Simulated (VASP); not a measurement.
Here is a VASP 6.6.1 calculation.

INCAR

```
PREC = Accurate
ENCUT = 520
EDIFF = 1E-6
ISMEAR = 0
SIGMA = 0.1
LREAL = False
LASPH = True
NELM = 120
ALGO = Normal
ISIF = 3
LWAVE = False
LCHARG = False
GGA = PE
IBRION = 2
NSW = 90
EDIFFG = -0.01
KPAR = 8
```

The input KPOINTS:

```
Automatic mesh
0
Gamma
  12 12 2
```

Contents of POSCAR:

```
TaMo2C3
1.0
    3.0320913600      0.0000000000      0.0000000000
   -1.5160456800      2.6258681400      0.0000000000
    0.0000000000      0.0000000000     16.0630000000
Ta Mo C
2 4 6
Direct
    0.0000000000      0.0000000000      0.0000000000
    0.0000000000      0.0000000000      0.5000000000
    0.3333333300      0.6666666700      0.6633879100
    0.3333333300      0.6666666700      0.8366120900
    0.6666666700      0.3333333300      0.1633879100
    0.6666666700      0.3333333300      0.3366120900
    0.6666666700      0.3333333300      0.9165784700
    0.3333333300      0.6666666700      0.0834215300
    0.6666666700      0.3333333300      0.7500000000
    0.6666666700      0.3333333300      0.5834215300
    0.3333333300      0.6666666700      0.4165784700
    0.3333333300      0.6666666700      0.2500000000
```

Potentials or basis: VASP PAW PBE potentials, release 64 (Ta_pv, Mo_sv, C).

Run with:

```bash
$ cat potpaw_PBE.64/Ta_pv/POTCAR potpaw_PBE.64/Mo_sv/POTCAR potpaw_PBE.64/C/POTCAR > POTCAR
$ mpirun -np 8 vasp_std > vasp.out
```

(1) Estimate the relaxed volume.

(2) What does it give for the band gap on the k mesh?

(3) What does it give for the relaxed cell?

(4) Estimate the space group after relaxing (to 0.05 Å).

Answers

(1) 10.67 Å³/atom.

(2) none (metal or under the smearing width).

(3) a = 3.042 Å, b = 3.042 Å, c = 15.984 Å, α = 90.00°, β = 90.00°, γ = 120.00°.

(4) P6_3/mmc (No. 194).
